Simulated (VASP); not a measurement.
Output of a VASP run:

OUTCAR:
```
 ion  position               nearest neighbor table
   1  0.333  0.667  0.872-   6 2.74   6 2.74   6 2.74   4 3.63
   2  0.667  0.333  0.372-   5 2.74   5 2.74   5 2.74   3 3.63
   3  0.667  0.333  0.128-   5 2.74   5 2.74   5 2.74   2 3.63
   4  0.333  0.667  0.628-   6 2.74   6 2.74   6 2.74   1 3.63
   5  0.333  0.667  0.250-   2 2.74   3 2.74   2 2.74   3 2.74   2 2.74   3 2.74
   6  0.667  0.333  0.750-   1 2.74   4 2.74   1 2.74   4 2.74   1 2.74   4 2.74
  LATTYP: Found a hexagonal cell.
 ALAT       =     3.5632199943
 C/A-ratio  =     4.1556575879
 Subroutine PRICEL returns:
 Original cell was already a primitive cell.
 Subroutine GETGRP returns: Found 24 space group operations
The static configuration has the point symmetry D_3d.
 The point group associated with its full space group is D_6h.
The dynamic configuration has the point symmetry D_3d.
 Subroutine INISYM returns: Found 24 space group operations
 Subroutine IBZKPT returns following result:
 Found     16 irreducible k-points:

 Following reciprocal coordinates:
            Coordinates               Weight
  0.000000  0.000000  0.000000      1.000000
  0.142857 -0.000000  0.000000      6.000000
  0.285714 -0.000000  0.000000      6.000000
  0.428571  0.000000  0.000000      6.000000
  0.142857  0.142857  0.000000      6.000000
  0.285714  0.142857  0.000000     12.000000
  0.428571  0.142857  0.000000      6.000000
  0.285714  0.285714  0.000000      6.000000
  0.000000  0.000000  0.500000      1.000000
  0.142857 -0.000000  0.500000      6.000000
  0.285714 -0.000000  0.500000      6.000000
  0.428571  0.000000  0.500000      6.000000
  0.142857  0.142857  0.500000      6.000000
  0.285714  0.142857  0.500000     12.000000
  0.428571  0.142857  0.500000      6.000000
  0.285714  0.285714  0.500000      6.000000
   k-points           NKPTS =     16   k-points in BZ     NKDIM =     16   number of bands    NBANDS=     31
   number of dos      NEDOS =    301   number of ions     NIONS =      6
   total plane-waves  NPLWV =  87808
   dimension x,y,z NGX =    28 NGY =   28 NGZ =  112
   dimension x,y,z NGXF=    56 NGYF=   56 NGZF=  224
   ions per type =               4   2
   PREC   = accura    normal or accurate (medium, high low for compatibility)
   ISTART =      0    job   : 0-new  1-cont  2-samecut
   ICHARG =      2    charge: 1-file 2-atom 10-const
   ISPIN  =      1    spin polarized calculation?
   LNONCOLLINEAR =      F non collinear calculations
   LSORBIT =      F    spin-orbit coupling
   INIWAV =      1    electr: 0-lowe 1-rand  2-diag
   ENCUT  =  520.0 eV  38.22 Ry    6.18 a.u.   6.63  6.63 27.53*2*pi/ulx,y,z
   NELM   =    100;   NELMIN=  2; NELMDL= -5     # of ELM steps
   EDIFF  = 0.1E-05   stopping-criterion for ELM
   LREAL  =      F    real-space projection
   NLSPLINE    = F    spline interpolate recip. space projectors
   LMAXMIX     =    4 max onsite mixed and CHGCAR
   VOSKOWN=      0    Vosko Wilk Nusair interpolation
   EDIFFG = -.2E-01   stopping-criterion for IOM
   NSW    =     60    number of steps for IOM
   NBLOCK =      1;   KBLOCK =     60    inner block; outer block
   IBRION =      2    ionic relax: 0-MD 1-quasi-New 2-CG
   NFREE  =      1    steps in history (QN), initial steepest desc. (CG)
   ISIF   =      3    stress and relaxation
   ISYM   =      2    0-nonsym 1-usesym 2-fastsym
   TEIN   =    0.0    initial temperature
   TEBEG  =    0.0;   TEEND  =   0.0 temperature during run
   SMASS  =  -3.00    Nose mass-parameter (am)
   PSTRESS=    0.0 pullay stress
   NELECT =      52.0000    total number of electrons
   EFERMI =   0.00;   METHOD = LEGACY
   ISMEAR =     0;   SIGMA  =   0.05  broadening in eV -4-tet -1-fermi 0-gaus
   IALGO  =     38    algorithm
   LDIAG  =      T    sub-space diagonalisation (order eigenvalues)
   IMIX   =      4    mixing-type and parameters
     AMIX     =   0.40;   BMIX     =  1.00
     AMIX_MAG =   1.60;   BMIX_MAG =  1.00
     AMIN     =   0.10
   GGA     = 91    functional components
   VOSKOWN =     0    Vosko Wilk Nusair interpolation
...
```

**OSZICAR**
```
       N       E                     dE             d eps       ncg     rms          rms(c)
DAV:   1     0.398222608247E+03    0.39822E+03   -0.27129E+04  1184   0.149E+03
DAV:   2    -0.145348278940E+02   -0.41276E+03   -0.40511E+03  1244   0.343E+02
DAV:   3    -0.368169184269E+02   -0.22282E+02   -0.22014E+02  1259   0.672E+01
DAV:   4    -0.374300033361E+02   -0.61308E+00   -0.61052E+00  1262   0.109E+01
DAV:   5    -0.374484709181E+02   -0.18468E-01   -0.18460E-01  1309   0.192E+00    0.205E+01
DAV:   6    -0.367051914680E+02    0.74328E+00   -0.11181E+01  1104   0.160E+01    0.875E+00
DAV:   7    -0.365326791454E+02    0.17251E+00   -0.10256E+01  1109   0.130E+01    0.658E+00
DAV:   8    -0.360963226375E+02    0.43636E+00   -0.17207E+00  1251   0.607E+00    0.289E+00
DAV:   9    -0.360893629662E+02    0.69597E-02   -0.34525E-01  1289   0.258E+00    0.107E+00
DAV:  10    -0.360828765471E+02    0.64864E-02   -0.47800E-02  1259   0.109E+00    0.282E-01
DAV:  11    -0.360833045693E+02   -0.42802E-03   -0.22228E-03  1204   0.261E-01    0.156E-01
DAV:  12    -0.360832350777E+02    0.69492E-04   -0.17892E-04  1186   0.748E-02    0.933E-02
DAV:  13    -0.360832294143E+02    0.56633E-05   -0.13082E-04  1309   0.566E-02    0.329E-02
DAV:  14    -0.360832312161E+02   -0.18018E-05   -0.42553E-06  1012   0.975E-03    0.252E-02
DAV:  15    -0.360832309832E+02    0.23284E-06   -0.18807E-06   957   0.744E-03
   1 F= -.36083231E+02 E0= -.36083231E+02  d E =-.360832E+02
       N       E                     dE             d eps       ncg     rms          rms(c)
DAV:   1    -0.360843246451E+02   -0.10934E-02   -0.31004E-02   992   0.123E+00    0.262E-01
DAV:   2    -0.360837360418E+02    0.58860E-03   -0.92535E-03  1234   0.478E-01    0.170E-01
DAV:   3    -0.360833609719E+02    0.37507E-03   -0.30287E-03  1161   0.220E-01    0.902E-02
DAV:   4    -0.360833213463E+02    0.39626E-04   -0.20043E-04  1112   0.682E-02    0.363E-02
DAV:   5    -0.360832976923E+02    0.23654E-04   -0.10824E-04  1188   0.529E-02    0.128E-02
DAV:   6    -0.360832991757E+02   -0.14834E-05   -0.74438E-06  1076   0.124E-02    0.532E-03
DAV:   7    -0.360832997252E+02   -0.54949E-06   -0.48191E-07   657   0.366E-03
   2 F= -.36083300E+02 E0= -.36083300E+02  d E =-.687419E-04
       N       E                     dE             d eps       ncg     rms          rms(c)
DAV:   1    -0.360835481047E+02   -0.24893E-03   -0.53312E-03  1006   0.511E-01    0.109E-01
DAV:   2    -0.360834468027E+02    0.10130E-03   -0.16192E-03  1228   0.200E-01    0.707E-02
DAV:   3    -0.360833801299E+02    0.66673E-04   -0.52804E-04  1178   0.920E-02    0.372E-02
DAV:   4    -0.360833717958E+02    0.83341E-05   -0.34007E-05  1076   0.282E-02    0.150E-02
DAV:   5    -0.360833663750E+02    0.54207E-05   -0.18649E-05  1180   0.219E-02    0.541E-03
DAV:   6    -0.360833653835E+02    0.99147E-06   -0.11387E-06   608   0.512E-03
   3 F= -.36083365E+02 E0= -.36083365E+02  d E =-.134400E-03
```

### OUTCAR
```
------------------------ aborting loop because EDIFF is reached ----------------------------------------
  FORCE on cell =-STRESS in cart. coord.  units (eV):
  Direction    XX          YY          ZZ          XY          YZ          ZX
  --------------------------------------------------------------------------------------
  Total        0.0918818      0.0918818      0.0914154     -0.0000000     -0.0000000      0.0000000
  in kB        0.9046561      0.9046558      0.9000639     -0.0000000     -0.0000000      0.0000000
  external PRESSURE =       0.9031253 kB  Pullay stress =       0.0000000 kB
  volume of cell :      162.73
      direct lattice vectors                 reciprocal lattice vectors
     1.781717972 -3.086025616  0.000000000     0.280628027 -0.162020690  0.000000000
     1.781717972  3.086025616  0.000000000     0.280628027  0.162020690  0.000000000
    -0.000000000  0.000000000 14.797490148     0.000000000  0.000000000  0.067579028
 POSITION                                       TOTAL-FORCE (eV/Angst)
 -----------------------------------------------------------------------------------
      1.78172      1.02868     12.90834        -0.000000     -0.000000     -0.009636
      1.78172     -1.02868      5.50960         0.000000      0.000000     -0.009636
      1.78172     -1.02868      1.88915         0.000000      0.000000      0.009636
      1.78172      1.02868      9.28789         0.000000      0.000000      0.009636
      1.78172      1.02868      3.69937        -0.000000     -0.000000      0.000000
      1.78172     -1.02868     11.09812         0.000000      0.000000      0.000000
 -----------------------------------------------------------------------------------
    total drift:                               -0.000269      0.001664     -0.000026
  FREE ENERGIE OF THE ION-ELECTRON SYSTEM (eV)
  ---------------------------------------------------
  free  energy   TOTEN  =       -36.0833653835 eV

  energy  without entropy=      -36.0833653835  energy(sigma->0) =      -36.08336538

 reached required accuracy - stopping structural energy minimisation
```
(Selected blocks of OUTCAR.)

**POSCAR**
```
MoTe2
1
    1.7816101862    -3.0858389252     0.0000000000
    1.7816101862     3.0858389252    -0.0000000000
   -0.0000000000     0.0000000000    14.8075222066
Te Mo
4 2
Direct
  0.3333330000   0.6666670000   0.8724072733
  0.6666670000   0.3333330000   0.3724072733
  0.6666670000   0.3333330000   0.1275927267
  0.3333330000   0.6666670000   0.6275927267
  0.3333330000   0.6666670000   0.2500000000
  0.6666670000   0.3333330000   0.7500000000
```

Write an INCAR and KPOINTS that could have produced this output.

Several could match; the one computed here: the input of the run itself, PW91 GGA, plane waves, VASP's PBE PAW potentials (set 64).

**INCAR**
```
SYSTEM = MoTe2
PREC = Accurate
ENCUT = 520
EDIFF = 1E-6
NELM = 100
ALGO = Normal
LREAL = .FALSE.
LASPH = .TRUE.
ISMEAR = 0
SIGMA = 0.05
GGA = 91
LMAXMIX = 4
LWAVE = .FALSE.
LCHARG = .FALSE.
IBRION = 2
ISIF = 3
NSW = 60
EDIFFG = -0.02
```

**KPOINTS**
```
Automatic mesh
0
Gamma
7 7 2
0 0 0
```

POTCAR, in this order: Te Mo_sv (PBE.64 set). Program: vasp_std.

Without a dispersion term in the relaxation, distances and binding between the weakly bound layers, chains or molecules are unreliable, and so is what depends on them.

The compound is MoTe2 in the 2H layered structure. This run relaxes it. Symmetry was kept, so distortions that lower it aren't found. The start is the result of an earlier pass.
